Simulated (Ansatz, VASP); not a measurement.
**Two plane-wave programs on SrAlO**

```xyz
3
Lattice="4.2842 0.0000 0.0000 -2.1421 3.7103 0.0000 0.0000 0.0000 3.5762" Properties=species:S:1:pos:R:3 pbc="T T T"
Sr    2.1421    1.2368    0.0000
Al    0.0000    2.4735    1.7881
O     0.0000    0.0000    1.7881
```

Change from the starting cell: species swapped into the GdAlGa type (P-6m2, No. 187).

Alike in both runs: task single point; functional PBE; k mesh 6 × 6 × 6; occupations gaussian, width 0.1 eV; no spin polarisation.

```csv
,VASP,Ansatz
version,VASP 6.6.1,Ansatz 0.2.0
potentials or method,"VASP PAW PBE potentials, release 64 (Sr_sv, Al, O)","scalar-relativistic, plane waves, PAW"
plane-wave cutoff (eV),520,420
valence electrons in the cell,19,19
```

Ansatz gave:

| Property | Result |
| --- | --- |
| gap on the k mesh at the Fermi level (eV) | none |
| pressure (GPa) | 1.4 |
| largest component of the traceless stress (GPa) | 8.82 |

Q: What did VASP give for the same quantities?

A: gap on the k mesh at the Fermi level (eV): none; pressure (GPa): 1.5; largest component of the traceless stress (GPa): 8.85.

A gap of «none» marks a metal or a gap that the smearing closes. With one functional, cell and mesh, what is left measures potentials, basis and numerics.

Caveats: an odd number of electrons without spin polarisation forces a metal; a magnetic or distorted state may lie lower.
